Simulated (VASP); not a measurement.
Calculation: r2SCAN meta-GGA, VASP's PBE PAW potentials (set 64) (plane waves; VASP).

Input for VASP

File KPOINTS:
```
kpoints
0
G
  8 8 7
0 0 0
```

**INCAR**
```
# general
SYSTEM   =  NbP
PREC     =  Accurate
ENCUT    =  400   # plane-wave cut-off (eV)
LREAL    =  F   # projection in real space or not
LASPH    =  T   # aspherical one-centre terms

# electronic loop
EDIFF    =  1E-6
NELM     =  100
ALGO     =  Normal
LMAXMIX  =  4
LMIXTAU  =  T

# smearing
ISMEAR   =  0   # Gaussian
SIGMA    =  0.05   # width (eV)

# functional
METAGGA  =  R2SCAN

# ions
IBRION   =  2
NSW      =  60   # most ionic steps
ISIF     =  3   # ions, shape and volume
EDIFFG   =  -0.01

# output
LWAVE    =  F
LCHARG   =  F
```

**POSCAR**
```
NbP
1.0
  3.3132730000   0.0000000000   0.0000000000
 -1.6566370000   2.8693790000   0.0000000000
  0.0000000000   0.0000000000   3.2335900000
Nb P
1 1
Cart
  0.0000000000   0.0000000000   0.0000000000
  1.6566379900   0.9564587102   1.6167950000
```

POTCAR, in this order: Nb_sv P (PBE.64 set). Program: vasp_std.

Output of the run:

OUTCAR:
```
 ion  position               nearest neighbor table
   1  0.000  0.000  0.000-   2 2.50   2 2.50   2 2.50   2 2.50   2 2.50   2 2.50
   2  0.667  0.333  0.500-   1 2.50   1 2.50   1 2.50   1 2.50   1 2.50   1 2.50
  LATTYP: Found a hexagonal cell.
 ALAT       =     3.3132730000
 C/A-ratio  =     0.9759503669
 Subroutine PRICEL returns:
 Original cell was already a primitive cell.
 Subroutine GETGRP returns: Found 12 space group operations
The static configuration has the point symmetry D_3h.
The dynamic configuration has the point symmetry D_3h.
 Subroutine INISYM returns: Found 12 space group operations
 Subroutine IBZKPT returns following result:
 Found     40 irreducible k-points:

 Following reciprocal coordinates:
            Coordinates               Weight
  0.000000  0.000000  0.000000      1.000000
  0.125000  0.000000  0.000000      6.000000
  0.250000  0.000000  0.000000      6.000000
  0.375000 -0.000000  0.000000      6.000000
  0.500000  0.000000  0.000000      3.000000
  0.125000  0.125000  0.000000      6.000000
  0.250000  0.125000  0.000000     12.000000
  0.375000  0.125000  0.000000     12.000000
...
```

### OSZICAR
```
...
DAV:  15    -0.358667448663E+02    0.54218E-07   -0.45262E-07   595   0.648E-03
   2 F= -.35866745E+02 E0= -.35865903E+02  d E =0.960520E-01
       N       E                     dE             d eps       ncg     rms          rms(c)
DAV:   1    -0.367813326005E+02   -0.91459E+00   -0.28902E+01  1150   0.764E+01    0.724E+00
DAV:   2    -0.360713122455E+02    0.71002E+00   -0.24055E+00  1245   0.210E+01    0.269E+00
DAV:   3    -0.359869777946E+02    0.84334E-01   -0.54247E-01  1752   0.778E+00    0.114E+00
DAV:   4    -0.359739011697E+02    0.13077E-01   -0.10868E-01  1477   0.299E+00    0.462E-01
DAV:   5    -0.359964565933E+02   -0.22555E-01   -0.52193E-02  1809   0.217E+00    0.496E-01
DAV:   6    -0.360008533331E+02   -0.43967E-02   -0.13009E-02  1886   0.121E+00    0.252E-01
DAV:   7    -0.360000681883E+02    0.78514E-03   -0.11679E-02  1398   0.112E+00    0.806E-02
DAV:   8    -0.360022930659E+02   -0.22249E-02   -0.23104E-03  1230   0.547E-01    0.555E-02
DAV:   9    -0.360023149194E+02   -0.21854E-04   -0.11824E-04  1597   0.111E-01    0.298E-02
DAV:  10    -0.360023191741E+02   -0.42546E-05   -0.39938E-05  1285   0.731E-02    0.728E-03
DAV:  11    -0.360023192412E+02   -0.67122E-07   -0.18996E-05  1123   0.620E-02    0.495E-03
DAV:  12    -0.360023333834E+02   -0.14142E-04   -0.16908E-06   814   0.155E-02    0.226E-03
DAV:  13    -0.360023288596E+02    0.45237E-05   -0.26632E-07   580   0.678E-03    0.552E-04
DAV:  14    -0.360023294477E+02   -0.58810E-06   -0.71789E-08   565   0.322E-03
   3 F= -.36002329E+02 E0= -.36001638E+02  d E =-.395326E-01
       N       E                     dE             d eps       ncg     rms          rms(c)
DAV:   1    -0.360025351316E+02   -0.20627E-03   -0.66448E-03  1160   0.118E+00    0.105E-01
DAV:   2    -0.360023800341E+02    0.15510E-03   -0.65029E-04  1292   0.334E-01    0.430E-02
DAV:   3    -0.360023605653E+02    0.19469E-04   -0.99490E-05  1890   0.106E-01    0.146E-02
DAV:   4    -0.360023641203E+02   -0.35550E-05   -0.17137E-05  1820   0.348E-02    0.732E-03
DAV:   5    -0.360023637103E+02    0.40994E-06   -0.92661E-06  1770   0.274E-02
   4 F= -.36002364E+02 E0= -.36001678E+02  d E =-.395669E-01
       N       E                     dE             d eps       ncg     rms          rms(c)
DAV:   1    -0.360024276072E+02   -0.63487E-04   -0.29685E-03  1190   0.788E-01    0.688E-02
DAV:   2    -0.360023589659E+02    0.68641E-04   -0.28045E-04  1254   0.220E-01    0.278E-02
DAV:   3    -0.360023534162E+02    0.55497E-05   -0.48318E-05  1885   0.738E-02    0.101E-02
DAV:   4    -0.360023538990E+02   -0.48277E-06   -0.76420E-06  1473   0.243E-02
   5 F= -.36002354E+02 E0= -.36001672E+02  d E =-.395570E-01
       N       E                     dE             d eps       ncg     rms          rms(c)
DAV:   1    -0.360053576248E+02   -0.30042E-02   -0.15130E-01  1080   0.450E+00    0.295E-01
DAV:   2    -0.360032012409E+02    0.21564E-02   -0.78682E-03  1325   0.885E-01    0.153E-01
DAV:   3    -0.360029351371E+02    0.26610E-03   -0.25449E-03  1324   0.533E-01    0.482E-02
DAV:   4    -0.360030839225E+02   -0.14879E-03   -0.39574E-04  1405   0.206E-01    0.298E-02
DAV:   5    -0.360030703083E+02    0.13614E-04   -0.19055E-04  1180   0.151E-01    0.145E-02
DAV:   6    -0.360031340486E+02   -0.63740E-04   -0.97556E-05  1105   0.110E-01    0.499E-03
DAV:   7    -0.360031303678E+02    0.36809E-05   -0.15818E-05  1226   0.450E-02    0.285E-03
DAV:   8    -0.360031354968E+02   -0.51290E-05   -0.12960E-06   764   0.134E-02    0.109E-03
DAV:   9    -0.360031305607E+02    0.49361E-05   -0.81647E-07   560   0.116E-02    0.532E-04
DAV:  10    -0.360031315622E+02   -0.10015E-05   -0.12535E-07   550   0.444E-03    0.262E-04
DAV:  11    -0.360031317789E+02   -0.21671E-06   -0.52681E-08   550   0.255E-03
   6 F= -.36003132E+02 E0= -.36002343E+02  d E =-.777880E-03
       N       E                     dE             d eps       ncg     rms          rms(c)
DAV:   1    -0.360045626152E+02   -0.14311E-02   -0.94507E-02  1090   0.356E+00    0.232E-01
DAV:   2    -0.360032678142E+02    0.12948E-02   -0.49315E-03  1325   0.699E-01    0.119E-01
DAV:   3    -0.360031112441E+02    0.15657E-03   -0.14624E-03  1311   0.406E-01    0.362E-02
DAV:   4    -0.360031985817E+02   -0.87338E-04   -0.24548E-04  1391   0.162E-01    0.220E-02
DAV:   5    -0.360031907756E+02    0.78061E-05   -0.12777E-04  1165   0.124E-01    0.104E-02
DAV:   6    -0.360032349988E+02   -0.44223E-04   -0.61872E-05  1110   0.875E-02    0.443E-03
DAV:   7    -0.360032309646E+02    0.40342E-05   -0.85746E-06  1241   0.330E-02    0.274E-03
DAV:   8    -0.360032347538E+02   -0.37893E-05   -0.63671E-07   610   0.980E-03    0.109E-03
DAV:   9    -0.360032298867E+02    0.48671E-05   -0.49836E-07   550   0.984E-03    0.553E-04
DAV:  10    -0.360032310206E+02   -0.11339E-05   -0.11065E-07   550   0.426E-03    0.257E-04
DAV:  11    -0.360032311944E+02   -0.17378E-06   -0.35189E-08   550   0.225E-03
   7 F= -.36003231E+02 E0= -.36002379E+02  d E =-.877295E-03
       N       E                     dE             d eps       ncg     rms          rms(c)
DAV:   1    -0.360032984357E+02   -0.67415E-04   -0.41614E-03  1100   0.747E-01    0.486E-02
DAV:   2    -0.360032432010E+02    0.55235E-04   -0.21646E-04  1315   0.147E-01    0.248E-02
DAV:   3    -0.360032419203E+02    0.12807E-05   -0.62855E-05  1306   0.840E-02    0.754E-03
DAV:   4    -0.360032378700E+02    0.40503E-05   -0.11014E-05  1360   0.341E-02    0.460E-03
DAV:   5    -0.360032429511E+02   -0.50811E-05   -0.59160E-06  1105   0.266E-02    0.218E-03
DAV:   6    -0.360032384649E+02    0.44862E-05   -0.27762E-06  1020   0.186E-02    0.872E-04
DAV:   7    -0.360032406026E+02   -0.21378E-05   -0.31336E-07   525   0.701E-03    0.511E-04
DAV:   8    -0.360032404917E+02    0.11095E-06   -0.62622E-08   520   0.358E-03
   8 F= -.36003240E+02 E0= -.36002398E+02  d E =-.886593E-03
       N       E                     dE             d eps       ncg     rms          rms(c)
DAV:   1    -0.360044012574E+02   -0.11607E-02   -0.52337E-02  1185   0.326E+00    0.283E-01
DAV:   2    -0.360032924051E+02    0.11089E-02   -0.49321E-03  1295   0.911E-01    0.117E-01
DAV:   3    -0.360031689043E+02    0.12350E-03   -0.71372E-04  1826   0.290E-01    0.401E-02
DAV:   4    -0.360031198899E+02    0.49014E-04   -0.15041E-04  1884   0.104E-01    0.199E-02
DAV:   5    -0.360031605180E+02   -0.40628E-04   -0.79621E-05  1734   0.843E-02    0.196E-02
DAV:   6    -0.360031572409E+02    0.32771E-05   -0.78199E-06  1596   0.315E-02    0.773E-03
DAV:   7    -0.360031649170E+02   -0.76761E-05   -0.10210E-05  1669   0.293E-02    0.339E-03
DAV:   8    -0.360031596055E+02    0.53115E-05   -0.19986E-06  1002   0.176E-02    0.189E-03
DAV:   9    -0.360031615729E+02   -0.19674E-05   -0.14845E-07   550   0.477E-03    0.624E-04
DAV:  10    -0.360031610114E+02    0.56155E-06   -0.51341E-08   550   0.283E-03
   9 F= -.36003161E+02 E0= -.36002311E+02  d E =0.794803E-04
       N       E                     dE             d eps       ncg     rms          rms(c)
DAV:   1    -0.360037837017E+02   -0.62213E-03   -0.21699E-02  1185   0.210E+00    0.183E-01
DAV:   2    -0.360033118704E+02    0.47183E-03   -0.20242E-03  1300   0.585E-01    0.753E-02
DAV:   3    -0.360032574527E+02    0.54418E-04   -0.30066E-04  1842   0.188E-01    0.260E-02
DAV:   4    -0.360032574777E+02   -0.25025E-07   -0.62427E-05  1855   0.669E-02    0.128E-02
DAV:   5    -0.360032616681E+02   -0.41904E-05   -0.32687E-05  1741   0.540E-02    0.127E-02
DAV:   6    -0.360032736738E+02   -0.12006E-04   -0.32019E-06  1258   0.212E-02    0.498E-03
DAV:   7    -0.360032684290E+02    0.52448E-05   -0.46385E-06  1401   0.201E-02    0.212E-03
DAV:   8    -0.360032736882E+02   -0.52592E-05   -0.72409E-07   585   0.109E-02    0.131E-03
DAV:   9    -0.360032728945E+02    0.79363E-06   -0.10002E-07   550   0.460E-03
  10 F= -.36003273E+02 E0= -.36002427E+02  d E =-.324028E-04
```

File OUTCAR:
```
------------------------ aborting loop because EDIFF is reached ----------------------------------------
  FORCE on cell =-STRESS in cart. coord.  units (eV):
  Direction    XX          YY          ZZ          XY          YZ          ZX
  --------------------------------------------------------------------------------------
  Total        0.0019829      0.0019829     -0.0012234     -0.0000000      0.0000000      0.0000000
  in kB        0.0993680      0.0993680     -0.0613068     -0.0000000      0.0000000      0.0000000
  external PRESSURE =       0.0458097 kB  Pullay stress =       0.0000000 kB
  volume of cell :       31.97
      direct lattice vectors                 reciprocal lattice vectors
     3.335404897 -0.000000004  0.000000000     0.299813675  0.173097533  0.000000000
    -1.667702955  2.888545795 -0.000000000     0.000000000  0.346194962  0.000000000
     0.000000000 -0.000000000  3.318488268    -0.000000000  0.000000000  0.301342033
 POSITION                                       TOTAL-FORCE (eV/Angst)
 -----------------------------------------------------------------------------------
      0.00000      0.00000      0.00000        -0.000000      0.000000     -0.000000
      1.66770      0.96285      1.65924         0.000000     -0.000000      0.000000
 -----------------------------------------------------------------------------------
    total drift:                               -0.000252      0.000138      0.000000
  FREE ENERGIE OF THE ION-ELECTRON SYSTEM (eV)
  ---------------------------------------------------
  free  energy   TOTEN  =       -36.0032728945 eV

  energy  without entropy=      -36.0015819126  energy(sigma->0) =      -36.00242740

 reached required accuracy - stopping structural energy minimisation
```
(Selected blocks of OUTCAR.)

**CONTCAR**
```
NbP
   1.00000000000000
     3.3354048972612520   -0.0000000037768962    0.0000000000000000
    -1.6677029552413989    2.8885457952995894   -0.0000000000000000
     0.0000000000000000   -0.0000000000000000    3.3184882683930836
  Nb              P
     1     1
Direct
     0.0000000000000000    0.0000000000000000    0.0000000000000000
     0.6666669999999968    0.3333330000000032    0.5000000000000000
```

OUTCAR:
```
 val. band max:       10.5521651271   @ k =   0.1250   0.0000   0.4286

 cond. band min:      10.5574473086   @ k =   0.0000   0.0000   0.2857


 Fermi energy:        10.5572731412

 k-point     1 :       0.0000    0.0000    0.0000
  band No.  band energies     occupation
      1     -46.1478      2.00000
      2     -21.4792      2.00000
      3     -21.3307      2.00000
      4     -21.3307      2.00000
      5      -2.7406      2.00000
      6       7.6630      2.00000
      7       8.2644      2.00000
      8       8.2644      2.00000
      9      10.2001      2.00000
     10      12.3984      0.00000
     11      12.3984      0.00000
     12      15.4151      0.00000
     13      15.4151      0.00000

 k-point     2 :       0.1250    0.0000    0.0000
  band No.  band energies     occupation
      1     -46.1421      2.00000
      2     -21.4709      2.00000
      3     -21.3915      2.00000
      4     -21.3441      2.00000
      5      -2.4674      2.00000
      6       7.2765      2.00000
      7       8.2256      2.00000
      8       8.4825      2.00000
      9       9.4441      2.00000
     10      12.2732      0.00000
     11      13.3463      0.00000
     12      14.4574      0.00000
     13      15.0043      0.00000

 k-point     3 :       0.2500    0.0000    0.0000
  band No.  band energies     occupation
      1     -46.1282      2.00000
      2     -21.5356      2.00000
      3     -21.4508      2.00000
      4     -21.3767      2.00000
      5      -1.7291      2.00000
      6       6.0565      2.00000
      7       8.4252      2.00000
      8       8.4893      2.00000
      9       9.0345      2.00000
     10      11.9912      0.00000
     11      13.3033      0.00000
     12      14.3272      0.00000
     13      14.7737      0.00000

 k-point     4 :       0.3750   -0.0000    0.0000
  band No.  band energies     occupation
      1     -46.1143      2.00000
      2     -21.6761      2.00000
      3     -21.4307      2.00000
...
```

Energy and stress use the plane-wave basis of the starting cell.

The structure was generated: NbP was put into the WC type (P-6m2), which need not be its known phase. This run relaxes it. Symmetry was kept, so distortions that lower it aren't found.
